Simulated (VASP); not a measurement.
Wanted: the native input for a VASP 6.6.1 run.

* Task: single point
* Functional: PBE
* Potentials or basis: VASP PAW PBE potentials, release 64 (Sr_sv, Mo_sv)
* Cutoff: 520 eV
* k mesh: 15 × 15 × 6
* Occupations: gaussian, width 0.1 eV
* Spin: no spin polarisation
* Dipole correction: no
* Further INCAR settings: ALGO = Fast; EDIFF = 1e-06; NBANDS = 24

The structure of Sr2Mo lies in POSCAR:

```
Sr2Mo
1.0
    3.5684232689      0.0000000000      0.0000000000
   -1.7842116344      3.0903452023      0.0000000000
    0.0000000000      0.0000000000      8.7519570925
Sr Mo
2 1
Direct
    0.6666666667      0.3333333333      0.7209740588
    0.3333333333      0.6666666667      0.2790259412
    0.0000000000      0.0000000000      0.0000000000
```

The cell was built by a generator and needn't be a form met in nature.

These files were run (other wordings do the same):

INCAR

```
PREC = Accurate
ENCUT = 520
EDIFF = 1E-6
ISMEAR = 0
SIGMA = 0.1
LREAL = False
LASPH = True
NELM = 100
ALGO = Fast
ISIF = 2
LWAVE = False
LCHARG = False
GGA = PE
NBANDS = 24
```

KPOINTS

```
regular mesh
0
Gamma
  15 15 6
```

Potentials or basis: VASP PAW PBE potentials, release 64 (Sr_sv, Mo_sv).

The run is started by

```bash
$ cat potpaw_PBE.64/Sr_sv/POTCAR potpaw_PBE.64/Mo_sv/POTCAR > POTCAR
$ mpirun -np 1 vasp_std > vasp.out
```

It gave:

- Pressure: 0.1 GPa
- Largest force: 0.013 eV/Å
- Band gap on the k mesh: none (metal or under the smearing width)

Run time: 5.5 min on 1 thread of AMD EPYC 9R45 (Zen 5), with other jobs on the host, peak memory 0.42 GiB.
